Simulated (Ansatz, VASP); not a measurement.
## Two plane-wave programs on Mg6FeBi

File INCAR:

```
PREC = Accurate
ENCUT = 520
EDIFF = 1E-6
ISMEAR = 0
SIGMA = 0.02
LREAL = F
LASPH = T
NELM = 100
ALGO = Normal
ISIF = 2
LWAVE = F
LCHARG = F
ISPIN = 2
MAGMOM = 0 3 0 0 0 0 0 0
LORBIT = 11
LMAXMIX = 4
GGA = RP
NBANDS = 52
```

The input KPOINTS:

```
Automatic mesh
0
Gamma
  6 5 5
```

POSCAR

```
Mg6FeBi
5.005
    0.999995404595      0.000000000000      0.000000000000
    0.000000000000      0.632311588412      1.091878721279
    0.000000000000     -0.632311588412      1.091878721279
Bi Fe Mg
1 1 6
Direct
    0.5000000000      0.6707750000      0.6707750000
    0.0000000000      0.8474200000      0.8474200000
    0.5000000000      0.1684670000      0.1684670000
    0.5000000000      0.6748660000      0.1504060000
    0.5000000000      0.1504060000      0.6748660000
    0.0000000000      0.3339550000      0.3339550000
    0.0000000000      0.8403950000      0.3137150000
    0.0000000000      0.3137150000      0.8403950000
```

Contents of input.yaml:

```yaml
crystal:
  lattice:
    - [5.004977, 0.0, 0.0]
    - [0.0, 3.1647195, 5.464853]
    - [0.0, -3.1647195, 5.464853]
  atoms:
    - { symbol: Bi, position: [0.5, 0.670775, 0.670775] }
    - { symbol: Fe, position: [0.0, 0.84742, 0.84742], spin: 3.0 }
    - { symbol: Mg, position: [0.5, 0.168467, 0.168467] }
    - { symbol: Mg, position: [0.5, 0.674866, 0.150406] }
    - { symbol: Mg, position: [0.5, 0.150406, 0.674866] }
    - { symbol: Mg, position: [0.0, 0.333955, 0.333955] }
    - { symbol: Mg, position: [0.0, 0.840395, 0.313715] }
    - { symbol: Mg, position: [0.0, 0.313715, 0.840395] }
hamiltonian:
  xc: rpbe
  pseudopotentials: { kind: paw }
magnetization:
  spin_polarized: true
kpoints:
  mp_grid: { grid: [6, 5, 5] }
scf:
  occupations: { method: gaussian, width: 0.02 }
output:
  forces: true
  stress: true
  eigenvalues: true
  write_density: true
  write_potential: true
  elf: true
  volumetric_format: npy
```

The cell comes from a database or a generator and needn't be the stable form of this composition.

Alike in both runs: task single point; functional RPBE; k mesh 6 × 5 × 5; occupations gaussian, width 0.02 eV; collinear spin, ferromagnetic start.

|  | VASP | Ansatz |
| --- | --- | --- |
| version | VASP 6.6.1 | Ansatz 0.2.0 |
| potentials or method | VASP PAW PBE potentials, release 64 (Bi_d, Fe_pv, Mg_pv) | Ansatz PAW |
| plane-wave cutoff (eV) | 520 | 420 |
| valence electrons in the cell | 77 | 91 |

Ansatz gave:

- gap on the k mesh at the Fermi level (eV): none
- pressure (GPa): 1.8
- largest component of the traceless stress (GPa): 0.63
- rms of the force components (eV/Å): 0.043
- net moment per atom (μB): 0.32
- size of the moment on the site where the two differ most (μB): 2.77

Estimate VASP's values.

gap on the k mesh at the Fermi level (eV): none; pressure (GPa): 1.7; largest component of the traceless stress (GPa): 0.63; rms of the force components (eV/Å): 0.043; net moment per atom (μB): 0.32; size of the moment on the site where the two differ most (μB): 2.71.

Site moments also hang on the region over which each program counts them. Atom by atom the forces differ by 0.002 eV/Å (rms over components). A gap of «none» marks a metal or a gap that the smearing closes. With one functional, cell and mesh, what is left measures potentials, basis and numerics. The two sets of potentials don't hold the same shells in valence.

Caveats: spin-orbit coupling is left out, which moves the levels of the heavy elements; the PAW data sets were made with another functional, which shifts forces and pressure a little (VASP); the PAW data sets come from PBE, with cores solved anew for the run's functional, which leaves a small shift of forces and pressure (Ansatz).
